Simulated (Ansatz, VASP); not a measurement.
# Ga8AsP7 in two plane-wave programs, part 2 of 2

One calculation is typed for both programs; each brings its own data sets. How far apart do they land? The cell is taken from a series of runs on this material, whose earlier steps may have relaxed, scaled, displaced or heated it; both programs get it as it stands.

VASP 6.6.1 and Ansatz 0.2.0.

So far: Starting point; Ansatz: relaxation of cell and atoms, r2SCAN.

### Step 3. VASP: relaxation of cell and atoms, r2SCAN

Level of this step: r2SCAN; plane waves and PAW (As, Ga_d, P) (VASP).

The same cell, functional, mesh and smearing now go to VASP, with its own data sets.

Lines of VASP's logs that name or quote its potential files are left out, and so is its time.

The input, INCAR:

```
SYSTEM = Ga8AsP7
PREC = Accurate
ENCUT = 550
EDIFF = 1E-07
NELM = 120
ISMEAR = -1
SIGMA = 0.02
LREAL = .FALSE.
ALGO = Normal
METAGGA = R2SCAN
LASPH = .TRUE.
NBANDS = 89
LORBIT = 11
LWAVE = .FALSE.
LCHARG = .FALSE.
ISIF = 3
IBRION = 2
NSW = 80
EDIFFG = -0.005
GGA_COMPAT = .FALSE.
NELMIN = 4
EFERMI = MIDGAP
LMIXTAU = .TRUE.
KPAR = 4
```

The input, POSCAR:

```
Ga8AsP7
1.0
    0.0000000000      5.4753750000      5.4753750000
    5.4753750000      0.0000000000      5.4753750000
    5.4753750000      5.4753750000      0.0000000000
As Ga P
1 8 7
Direct
    0.8750000000      0.8750000000      0.8750000000
    0.0000000000      0.0000000000      0.0000000000
    0.0000000000      0.0000000000      0.5000000000
    0.0000000000      0.5000000000      0.0000000000
    0.0000000000      0.5000000000      0.5000000000
    0.5000000000      0.0000000000      0.0000000000
    0.5000000000      0.0000000000      0.5000000000
    0.5000000000      0.5000000000      0.0000000000
    0.5000000000      0.5000000000      0.5000000000
    0.3750000000      0.3750000000      0.3750000000
    0.3750000000      0.3750000000      0.8750000000
    0.3750000000      0.8750000000      0.3750000000
    0.3750000000      0.8750000000      0.8750000000
    0.8750000000      0.3750000000      0.3750000000
    0.8750000000      0.3750000000      0.8750000000
    0.8750000000      0.8750000000      0.3750000000
```

The input, KPOINTS:

```
Automatic mesh
0
Gamma
4 4 4
0 0 0
```

PAW data sets: As, Ga_d and P (PBE family, release 64).

Launch:

```sh
$ mpirun -np 4 vasp_std
```

Numbers of over 12 decimals in the logs are rounded to 6 here.

Output:

```text
[banner, memory and clock lines left out]
running    4 mpi-ranks, on    1 nodes
 distrk:  each k-point on    1 cores,    4 groups
 distr:  one band on    1 cores,    1 groups

 POSCAR found type information on POSCAR AsGaP
 POSCAR found :  3 types and      16 ions
|                                                                             |
|               ----> ADVICE to this user running VASP <----                  |
|                                                                             |
|     You enforced a specific xc type in the INCAR file but a different       |
|     [... a line on the potential file left out ...]
|     I HOPE YOU KNOW WHAT YOU ARE DOING!                                     |
|                                                                             |

 LDA part: xc-table for (None), standard interpolation
 POSCAR, INCAR and KPOINTS ok, starting setup
 FFT: planning ... GRIDC
 FFT: planning ... GRID_SOFT
 FFT: planning ... GRID
 WAVECAR not read
 entering main loop
       N       E                     dE             d eps       ncg     rms          rms(c)
DAV:   1     0.154085786705E+04    0.15409E+04   -0.64535E+04  1617   0.257E+03
DAV:   2     0.189125170914E+03   -0.13517E+04   -0.12851E+04  1440   0.766E+02
DAV:   3    -0.160909971175E+03   -0.35004E+03   -0.32615E+03  1786   0.237E+02
DAV:   4    -0.193213039723E+03   -0.32303E+02   -0.31808E+02  1603   0.690E+01
DAV:   5    -0.195145901009E+03   -0.19329E+01   -0.19230E+01  2000   0.177E+01    0.133E+01
DAV:   6    -0.183779068793E+03    0.11367E+02   -0.62183E+00  1984   0.214E+01    0.833E+00
DAV:   7    -0.172928762505E+03    0.10850E+02   -0.27008E+00  1576   0.793E+00    0.399E+00
DAV:   8    -0.177589418930E+03   -0.46607E+01   -0.39421E+00  1497   0.718E+00    0.142E+00
DAV:   9    -0.176954189029E+03    0.63523E+00   -0.33025E-01  1750   0.379E+00    0.123E+00
DAV:  10    -0.176864506267E+03    0.89683E-01   -0.74618E-02  1558   0.205E+00    0.820E-01
DAV:  11    -0.177108458444E+03   -0.24395E+00   -0.40210E-01  1554   0.348E+00    0.243E-01
DAV:  12    -0.177154482789E+03   -0.46024E-01   -0.59277E-02  1632   0.168E+00    0.238E-01
DAV:  13    -0.177140835421E+03    0.13647E-01   -0.36575E-02  1526   0.825E-01    0.383E-01
DAV:  14    -0.177164338156E+03   -0.23503E-01   -0.15997E-02  1526   0.702E-01    0.168E-01
[...]
DAV:  21    -0.177166522545E+03    0.11476E-04   -0.93263E-06  1648   0.141E-02    0.442E-03
DAV:  22    -0.177166521803E+03    0.74126E-06   -0.42281E-06  1526   0.267E-02    0.599E-03
DAV:  23    -0.177166554464E+03   -0.32661E-04   -0.14931E-05  1750   0.338E-02    0.665E-03
DAV:  24    -0.177166560257E+03   -0.57927E-05   -0.42582E-06  1638   0.122E-02    0.107E-03
DAV:  25    -0.177166561406E+03   -0.11489E-05   -0.81902E-07  1294   0.682E-03    0.722E-04
DAV:  26    -0.177166561558E+03   -0.15238E-06   -0.20902E-07  1096   0.292E-03    0.881E-04
DAV:  27    -0.177166562010E+03   -0.45240E-06   -0.11302E-07   951   0.211E-03    0.852E-04
DAV:  28    -0.177166561933E+03    0.77915E-07   -0.59558E-08   861   0.126E-03
   1 F= -.17716656E+03 E0= -.17716656E+03  d E =-.177167E+03
[...]
2 F= -.17722458E+03 E0= -.17722458E+03  d E =-.580141E-01
[...]
3 F= -.17722677E+03 E0= -.17722677E+03  d E =-.602087E-01
[...]
4 F= -.17722769E+03 E0= -.17722769E+03  d E =-.917176E-03
[...]
5 F= -.17722775E+03 E0= -.17722775E+03  d E =-.981874E-03
[...]
6 F= -.17722775E+03 E0= -.17722775E+03  d E =-.976083E-03
 curvature:  -0.40 expect dE=-0.943E-04 dE for cont linesearch -0.361E-07
 trial: gam= 0.11799 g(F)=  0.165E-03 g(S)=  0.731E-04 ort =-0.142E-04 (trialstep = 0.994E+00)
 search vector abs. value=  0.266E-03
 bond charge predicted
       N       E                     dE             d eps       ncg     rms          rms(c)
DAV:   1    -0.177227899455E+03   -0.15267E-03   -0.26507E-02  1976   0.693E-01    0.836E-02
DAV:   2    -0.177227887038E+03    0.12417E-04   -0.13782E-03  2022   0.239E-01    0.371E-02
DAV:   3    -0.177227854737E+03    0.32301E-04   -0.16939E-04  1963   0.656E-02    0.150E-02
DAV:   4    -0.177227859849E+03   -0.51127E-05   -0.31432E-05  1668   0.294E-02    0.649E-03
DAV:   5    -0.177227859241E+03    0.60839E-06   -0.66607E-06  1536   0.149E-02    0.189E-03
DAV:   6    -0.177227863390E+03   -0.41490E-05   -0.36844E-06  1524   0.104E-02    0.117E-03
DAV:   7    -0.177227864635E+03   -0.12453E-05   -0.48317E-07  1263   0.647E-03    0.574E-04
DAV:   8    -0.177227865479E+03   -0.84408E-06   -0.11657E-07  1062   0.170E-03    0.191E-04
DAV:   9    -0.177227865832E+03   -0.35227E-06   -0.71338E-08   907   0.182E-03    0.987E-05
DAV:  10    -0.177227865855E+03   -0.23021E-07   -0.13988E-08   851   0.111E-03
   7 F= -.17722787E+03 E0= -.17722787E+03  d E =-.119124E-03
 trial-energy change:   -0.000119  1 .order   -0.000137   -0.000235   -0.000039
 step:   1.1913(harm=  1.1913)  dis= 0.00119  next Energy=  -177.227888 (dE=-0.141E-03)
 reached required accuracy - stopping structural energy minimisation
```

OUTCAR, selected parts (step 3):

```text
ion  position               nearest neighbor table
   1  0.875  0.875  0.875-   2 2.37   3 2.37   4 2.37   6 2.37
   2  0.000  0.000  0.000-   1 2.37  13 2.37  15 2.37  16 2.37
   3  0.000  0.000  0.500-   1 2.37  12 2.37  14 2.37  16 2.37
   4  0.000  0.500  0.000-   1 2.37  11 2.37  14 2.37  15 2.37
   5  0.000  0.500  0.500-  10 2.37  14 2.37  15 2.37  16 2.37
   6  0.500  0.000  0.000-   1 2.37  11 2.37  12 2.37  13 2.37
   7  0.500  0.000  0.500-  10 2.37  12 2.37  13 2.37  16 2.37
   8  0.500  0.500  0.000-  10 2.37  11 2.37  13 2.37  15 2.37
   9  0.500  0.500  0.500-  10 2.37  11 2.37  12 2.37  14 2.37
  10  0.375  0.375  0.375-   5 2.37   7 2.37   8 2.37   9 2.37
  11  0.375  0.375  0.875-   4 2.37   6 2.37   8 2.37   9 2.37
  12  0.375  0.875  0.375-   3 2.37   6 2.37   7 2.37   9 2.37
  13  0.375  0.875  0.875-   2 2.37   6 2.37   7 2.37   8 2.37
  14  0.875  0.375  0.375-   3 2.37   4 2.37   5 2.37   9 2.37
  15  0.875  0.375  0.875-   2 2.37   4 2.37   5 2.37   8 2.37
  16  0.875  0.875  0.375-   2 2.37   3 2.37   5 2.37   7 2.37

  LATTYP: Found a face centered cubic cell.
 ALAT       =    10.9507500000

 Subroutine GETGRP returns: Found 24 space group operations
 (whereof  6 operations were pure point group operations)

The static configuration has the point symmetry C_3v.
 The point group associated with its full space group is T_d .

 Found      8 irreducible k-points:

   k-points           NKPTS =      8   k-points in BZ     NKDIM =      8   number of bands    NBANDS=     89

   dimension x,y,z NGX =    60 NGY =   60 NGZ =   60
   dimension x,y,z NGXF=   120 NGYF=  120 NGZF=  120

   ENCUT  =  550.0 eV  40.42 Ry    6.36 a.u.  14.81 14.81 14.81*2*pi/ulx,y,z

   NELECT =     144.0000    total number of electrons

 k-points in reciprocal lattice and weights: Automatic mesh
   0.00000000  0.00000000  0.00000000       0.016
   0.25000000  0.00000000  0.00000000       0.125
   0.50000000  0.00000000  0.00000000       0.062
   0.25000000  0.25000000  0.00000000       0.094
   0.50000000  0.25000000  0.00000000       0.375
  -0.25000000  0.25000000  0.00000000       0.188
   0.50000000  0.50000000  0.00000000       0.047
  -0.25000000  0.50000000  0.25000000       0.094

 average (electrostatic) potential at core
       1 -53.8589       2 -70.2946       3 -70.2946       4 -70.2946       5 -70.3724
       6 -70.2946       7 -70.3724       8 -70.3724       9 -70.3724      10 -86.6505
      11 -86.6199      12 -86.6199      13 -86.6199      14 -86.6199      15 -86.6199
      16 -86.6199

 E-fermi :   5.2372

 k-point     1 :       0.0000    0.0000    0.0000
  band No.  band energies     occupation
    ...
     68       3.2961      2.00000
     69       3.2961      2.00000
     70       4.3749      2.00000
     71       4.3749      2.00000
     72       4.3749      2.00000
     73       6.0995      0.00000
     74       6.2742      0.00000
     75       6.2742      0.00000
     76       6.2742      0.00000
     77       6.2862      0.00000
    ...

 k-point     2 :       0.2500    0.0000    0.0000
  band No.  band energies     occupation
    ...
     68       2.8656      2.00000
     69       3.3221      2.00000
     70       3.3221      2.00000
     71       4.1365      2.00000
     72       4.1365      2.00000
     73       6.3975      0.00000
     74       6.4524      0.00000
     75       6.5273      0.00000
     76       6.5273      0.00000
     77       7.0990      0.00000
    ...

 k-point     3 :       0.5000    0.0000    0.0000
  band No.  band energies     occupation
    ...
     68       2.3230      2.00000
     69       3.5821      2.00000
     70       3.5821      2.00000
     71       3.7632      2.00000
     72       3.7632      2.00000
     73       6.7358      0.00000
     74       6.8165      0.00000
     75       7.0015      0.00000
     76       7.0330      0.00000
     77       7.0330      0.00000
    ...

  Total        0.0164878      0.0164878      0.0164878     -0.0000000     -0.0000000      0.0000000
  in kB        0.0804060      0.0804060      0.0804060     -0.0000000     -0.0000000      0.0000000
  external PRESSURE =       0.0804060 kB  Pullay stress =       0.0000000 kB

  energy-cutoff  :      550.00
  volume of cell :      328.54
      direct lattice vectors                 reciprocal lattice vectors
    -0.000000000  5.476691291  5.476691291    -0.091295999  0.091295999  0.091295999
     5.476691291 -0.000000000  5.476691291     0.091295999 -0.091295999  0.091295999
     5.476691291  5.476691291  0.000000000     0.091295999  0.091295999 -0.091295999

 POSITION                                       TOTAL-FORCE (eV/Angst)
 -----------------------------------------------------------------------------------
      9.58421      9.58421      9.58421         0.000000      0.000000      0.000000
      0.02523      0.02523      0.02523        -0.000074     -0.000074     -0.000074
      2.71311      2.71311      0.02523         0.000074      0.000074     -0.000074
      2.71311      0.02523      2.71311         0.000074     -0.000074      0.000074
      5.47514      2.73990      2.73990        -0.002077      0.002077      0.002077
      0.02523      2.71311      2.71311        -0.000074      0.000074      0.000074
      2.73990      5.47514      2.73990         0.002077     -0.002077      0.002077
      2.73990      2.73990      5.47514         0.002077      0.002077     -0.002077
      5.47514      5.47514      5.47514        -0.002077     -0.002077     -0.002077
      4.10752      4.10752      4.10752         0.000000      0.000000      0.000000
      6.84586      6.84586      4.10804         0.000000      0.000000      0.002582
      6.84586      4.10804      6.84586         0.000000      0.002582      0.000000
      9.58368      6.84586      6.84586        -0.002582      0.000000      0.000000
      4.10804      6.84586      6.84586         0.002582      0.000000      0.000000
      6.84586      9.58368      6.84586         0.000000     -0.002582      0.000000
      6.84586      6.84586      9.58368         0.000000      0.000000     -0.002582
 -----------------------------------------------------------------------------------
    total drift:                                0.000010      0.000010      0.000010

  FREE ENERGIE OF THE ION-ELECTRON SYSTEM (eV)
  ---------------------------------------------------
  free  energy   TOTEN  =      -177.2278658546 eV

  energy  without entropy=     -177.2278658546  energy(sigma->0) =     -177.22786585

 reached required accuracy - stopping structural energy minimisation

 total charge
# of ion       s       p       d       tot
------------------------------------------
    1        1.199   1.681   0.034   2.915
    2        0.836   0.849  10.016  11.701
    3        0.836   0.849  10.016  11.701
    4        0.836   0.849  10.016  11.701
    5        0.829   0.831  10.015  11.675
    6        0.836   0.849  10.016  11.701
    7        0.829   0.831  10.015  11.675
    8        0.829   0.831  10.015  11.675
    9        0.829   0.831  10.015  11.675
   10        1.009   1.534   0.000   2.543
   11        1.009   1.536   0.000   2.545
   12        1.009   1.536   0.000   2.545
   13        1.009   1.536   0.000   2.545
   14        1.009   1.536   0.000   2.545
   15        1.009   1.536   0.000   2.545
   16        1.009   1.536   0.000   2.545
--------------------------------------------------
tot         14.923  19.150  80.157 114.230

[... 3 further parts left out ...]
```

### Step 4. Side by side

Known differences besides the potentials themselves: VASP keeps PBE cores, Ansatz makes them for the functional; the data sets hold 154 valence electrons in Ansatz (on its PAW soft_1 files) and 144 in VASP; the cutoff is 600 eV in Ansatz and 550 eV in VASP; Ansatz adds a Pulay correction to the stress that steers its cell, VASP none. Total energies have different zeros and are not compared.

Compared:

| quantity | Ansatz | VASP | difference |
| --- | --- | --- | --- |
| volume (Å³) | 328.77 | 328.54 | +0.07 % |
| edge a after relaxation, in the typed setting (Å) | 7.747 | 7.745 | +0.02 % |

### Step 5. Results

- difference in volume (relaxation of cell and atoms, r2SCAN): 0.069 %

The difference in volume is 0.069 % (relaxation of cell and atoms, r2SCAN), within the 1.2 % picked in this series as the mark of a large difference, as far as the stopping tolerances let one tell. The data sets hold unlike numbers of valence electrons (154 in Ansatz and 144 in VASP), so part of the differences comes from the potentials. Such differences can come from data sets, numerical settings and the points named under the comparisons, not from the functional's error against experiment.

[Lines on the potential files, build, host, timing and source positions are cut from VASP's logs without a mark.]

[Logs are printed without paths, hosts, clocks, repeated set-up lines and the standing remarks that a program may print on its own settings, such as how far it seeks lower states.]

[Hosts, paths, dates, database ids (printed as entryN), source tags and the programs' standing remarks are cut or masked in the printed files.]
